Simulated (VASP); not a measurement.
Space group F-43m (No. 216); a = 4.4642 Å, b = 4.4642 Å, c = 4.4642 Å, α = 90.00°, β = 90.00°, γ = 90.00°

```tsv
atom	site	symmetry	x	y	z
Ga	4a	-43m	0.0000	0.0000	0.0000
N	4d	-43m	0.7500	0.7500	0.7500
```
(The calculation used a cell of 2 atoms; values per cell refer to that cell.)

Computed with LDA (Ceperley-Alder, Perdew-Zunger), VASP's LDA PAW potentials (set 64) (plane waves; VASP). Numerical set-up: 520 eV cut-off, 10×10×10 Γ-centred mesh, Gaussian smearing of 0.050 eV, potentials Ga_d N.

Question: Give the energy at these volumes per atom, relative to the lowest: 10.45, 10.79, 11.12, 11.45, 11.79 Å³.

Answer: 28.2, 6.7, 0.0, 5.9, 22.6 meV/atom. A third-order Birch-Murnaghan fit gives B0 = 201 GPa and B0′ = 4.4.

Measured: a 4.500 Å at 300 K (computed value off by -0.8 %), as given by I. Vurgaftman et al., Journal of Applied Physics (2001), doi:10.1063/1.1368156. The calculation is for a static lattice, while the measured a holds thermal and zero-point effects, which are part of the difference.

The compound is GaN in the zinc blende structure, a metastable form; wurtzite is the usual one. It was relaxed first.
